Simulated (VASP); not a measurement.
OSZICAR of a VASP run on TiB2 (AlB2 type):

### OSZICAR
```
       N       E                     dE             d eps       ncg     rms          rms(c)
DAV:   1     0.125641418259E+03    0.12564E+03   -0.92223E+03  2470   0.155E+03
DAV:   2    -0.195781844911E+02   -0.14522E+03   -0.14156E+03  2550   0.389E+02
DAV:   3    -0.289553319963E+02   -0.93771E+01   -0.92542E+01  3554   0.932E+01
DAV:   4    -0.293104377413E+02   -0.35511E+00   -0.35468E+00  3200   0.167E+01
DAV:   5    -0.293224288296E+02   -0.11991E-01   -0.11990E-01  3641   0.268E+00    0.154E+01
DAV:   6    -0.242735401134E+02    0.50489E+01   -0.28181E+01  3349   0.580E+01    0.372E+00
DAV:   7    -0.242776817884E+02   -0.41417E-02   -0.21423E+00  2895   0.173E+01    0.300E+00
DAV:   8    -0.242830211532E+02   -0.53394E-02   -0.22177E-01  3531   0.451E+00    0.887E-01
DAV:   9    -0.242726173922E+02    0.10404E-01   -0.10383E-01  3295   0.424E+00    0.330E-01
DAV:  10    -0.242714006527E+02    0.12167E-02   -0.68385E-03  3091   0.108E+00    0.568E-02
DAV:  11    -0.242714406105E+02   -0.39958E-04   -0.63261E-04  3634   0.303E-01    0.528E-02
DAV:  12    -0.242714157460E+02    0.24864E-04   -0.18769E-04  3359   0.180E-01    0.101E-02
DAV:  13    -0.242714140991E+02    0.16469E-05   -0.13468E-05  3243   0.468E-02    0.220E-03
DAV:  14    -0.242714140660E+02    0.33070E-07   -0.33411E-07  2828   0.669E-03
   1 F= -.24271414E+02 E0= -.24271442E+02  d E =-.242714E+02
       N       E                     dE             d eps       ncg     rms          rms(c)
DAV:   1    -0.242757628399E+02   -0.43487E-02   -0.17228E-01  2645   0.668E+00    0.423E-01
DAV:   2    -0.242738146811E+02    0.19482E-02   -0.96946E-03  2490   0.101E+00    0.238E-01
DAV:   3    -0.242729068629E+02    0.90782E-03   -0.12147E-03  2913   0.461E-01    0.717E-02
DAV:   4    -0.242728115948E+02    0.95268E-04   -0.22359E-04  2984   0.188E-01    0.108E-02
DAV:   5    -0.242728062646E+02    0.53303E-05   -0.16285E-05  2655   0.494E-02    0.489E-03
DAV:   6    -0.242728057531E+02    0.51146E-06   -0.61528E-07  2792   0.915E-03    0.165E-03
DAV:   7    -0.242728057576E+02   -0.45118E-08   -0.26779E-08  1660   0.221E-03
   2 F= -.24272806E+02 E0= -.24272866E+02  d E =-.139169E-02
```

Question: Which electronic solver shows in the log?

Answer: It is blocked Davidson (ALGO = Normal, or the opening steps of other solvers). The INCAR had ALGO = Normal.

Question: Can the final energy be trusted as converged?

Answer: The calculation finished and met its thresholds. It stopped with EDIFF = 1E-7, NELM = 100, NSW = 30 and EDIFFG = -0.01 after 2 ionic steps (PW91 GGA, plane waves, VASP's PBE PAW potentials (set 64)).

The compound is TiB2 in the AlB2 type structure. This cell is one point of a volume scan, at 1.06 of the reference volume. Symmetry was kept, so distortions that lower it aren't found.
